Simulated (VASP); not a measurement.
Set up this calculation in VASP 6.6.1, as the native input.

| Property | Result |
| --- | --- |
| Task | single point |
| Functional | LDA |
| Potentials or basis | VASP PAW LDA potentials, release 64 (Ba_sv, S, O) |
| Cutoff | 520 eV |
| k mesh | 4 × 4 × 4 |
| Occupations | gaussian, width 0.01 eV |
| Spin | no spin polarisation |
| Dipole correction | no |
| Further INCAR settings | ALGO = Normal; EDIFF = 1e-06; NBANDS = 29 |

The structure of BaSO4 lies in POSCAR:

```
BaSO4
1.0
    0.0000000000      3.6987800000      3.6987800000
    3.6987800000      0.0000000000      3.6987800000
    3.6987800000      3.6987800000      0.0000000000
Ba S O
1 1 4
Direct
    0.5000000000      0.5000000000      0.5000000000
    0.0000000000      0.0000000000      0.0000000000
    0.1163880000      0.1163880000      0.1163880000
    0.6508360000      0.1163880000      0.1163880000
    0.1163880000      0.6508360000      0.1163880000
    0.1163880000      0.1163880000      0.6508360000
```

The cell comes from a database or a generator and needn't be the stable form of this composition.

One way to write it, as run:

INCAR

```
SYSTEM = BaSO4
PREC = Accurate ; ENCUT = 520
EDIFF = 1E-6 ; ISMEAR = 0
SIGMA = 0.01 ; LREAL = .FALSE.
LASPH = .TRUE. ; NELM = 100
ALGO = Normal ; ISIF = 2
LWAVE = .FALSE. ; LCHARG = .TRUE.
LELF = .TRUE. ; LVHAR = .TRUE.
NBANDS = 29
```

KPOINTS

```
Automatic mesh
0
G
  4 4 4
  0 0 0
```

Potentials or basis: VASP PAW LDA potentials, release 64 (Ba_sv, S, O).

Run with:

```console
$ cat potpaw_LDA.64/Ba_sv/POTCAR potpaw_LDA.64/S/POTCAR potpaw_LDA.64/O/POTCAR > POTCAR
$ mpirun -np 1 vasp_std > vasp.out
```

It gave:

```
Pressure               : -6.3 GPa
Largest force          : 0.576 eV/Å
Band gap on the k mesh : 4.16 eV, indirect (least direct gap 4.17 eV)
```

Caveat: spin-orbit coupling is left out, which moves the levels of the heavy elements.

It took 33 s on 1 thread of Intel(R) Xeon(R) Platinum 8488C (Sapphire Rapids), on a shared host, peak memory 0.2 GiB.
